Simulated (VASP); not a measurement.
Here is the system:

```yaml
crystal:
  lattice:
    - [3.99822, 0.00000, 0.00000]
    - [-1.99911, 3.46256, 0.00000]
    - [0.00000, 0.00000, 4.94932]
  atoms:
    - { symbol: Fe, position: [0.00000, 0.00000, 0.74305] }
    - { symbol: Fe, position: [0.00000, 0.00000, 0.25695] }
    - { symbol: Fe, position: [0.66667, 0.33333, 0.00000] }
    - { symbol: Ge, position: [0.66667, 0.33333, 0.50000] }
    - { symbol: Ge, position: [0.33333, 0.66667, 0.00000] }
```

Computed with r2SCAN meta-GGA, VASP's PBE PAW potentials (set 64) (plane waves; VASP 6.6.1). Numerical set-up: 400 eV cut-off, 10×10×7 Γ-centred mesh, tetrahedra with Blöchl corrections, potentials Fe Ge_d.

The run has a spin-polarised start.

**Question.** Give the spin-up energies of bands 20 to 33 at the high-symmetry points, in eV from the Fermi level.

**Answer.** 
| band | Γ | M | K | A | L | H |
|---|---|---|---|---|---|---|
| 20 | -4.04 | -3.51 | -3.54 | -3.58 | -3.57 | -3.48 |
| 21 | -3.03 | -3.25 | -3.30 | -3.50 | -3.54 | -3.46 |
| 22 | -3.03 | -3.09 | -3.17 | -3.50 | -3.31 | -3.22 |
| 23 | -2.54 | -2.84 | -2.92 | -2.64 | -3.14 | -3.19 |
| 24 | -2.54 | -2.63 | -2.77 | -2.18 | -3.02 | -2.91 |
| 25 | -1.76 | -2.32 | -2.33 | -2.18 | -2.72 | -2.73 |
| 26 | -1.72 | -2.22 | -2.24 | -1.99 | -2.55 | -2.61 |
| 27 | -1.72 | -1.99 | -2.12 | -1.99 | -2.38 | -2.59 |
| 28 | -0.41 | -1.94 | -1.52 | 0.71 | -1.79 | -1.76 |
| 29 | 1.84 | -1.76 | -1.14 | 2.00 | -1.36 | -1.47 |
| 30 | 1.84 | -1.17 | -1.03 | 3.01 | 0.15 | -1.46 |
| 31 | 3.14 | 0.14 | 0.99 | 3.01 | 1.46 | -0.36 |
| 32 | 3.22 | 2.05 | 1.14 | 3.34 | 2.09 | 5.13 |
| 33 | 3.22 | 4.08 | 1.32 | 3.34 | 3.01 | 5.93 |

**Question.** Give the spin-down energies of bands 20 to 33 at the high-symmetry points, in eV from the Fermi level.

**Answer.** 
| band | Γ | M | K | A | L | H |
|---|---|---|---|---|---|---|
| 20 | -1.65 | -1.30 | -1.46 | -1.19 | -1.24 | -1.11 |
| 21 | -0.70 | -1.24 | -1.40 | -0.59 | -0.85 | -0.91 |
| 22 | -0.70 | -0.94 | -0.42 | -0.59 | -0.65 | -0.58 |
| 23 | 1.05 | 0.09 | -0.25 | 0.27 | -0.09 | -0.26 |
| 24 | 1.28 | 0.37 | -0.14 | 1.03 | 0.17 | 0.23 |
| 25 | 1.28 | 0.70 | 0.59 | 1.03 | 0.57 | 0.53 |
| 26 | 1.61 | 0.83 | 0.88 | 1.05 | 0.70 | 1.13 |
| 27 | 1.61 | 1.08 | 1.26 | 1.41 | 1.14 | 1.19 |
| 28 | 2.93 | 1.37 | 1.59 | 1.41 | 1.29 | 1.23 |
| 29 | 3.22 | 1.64 | 1.66 | 3.20 | 1.48 | 1.53 |
| 30 | 3.22 | 1.88 | 1.83 | 4.26 | 2.50 | 1.54 |
| 31 | 3.38 | 2.69 | 2.91 | 4.26 | 3.22 | 2.19 |
| 32 | 4.05 | 3.96 | 3.18 | 4.88 | 3.54 | 5.92 |
| 33 | 4.85 | 5.50 | 3.29 | 4.88 | 4.76 | 7.26 |

It has no gap at this level: it comes out as a metal or semimetal.

The structure comes from a computed database's Fe3Ge2 entry (P-6m2); how it stands against other phases isn't given here. It was relaxed first.
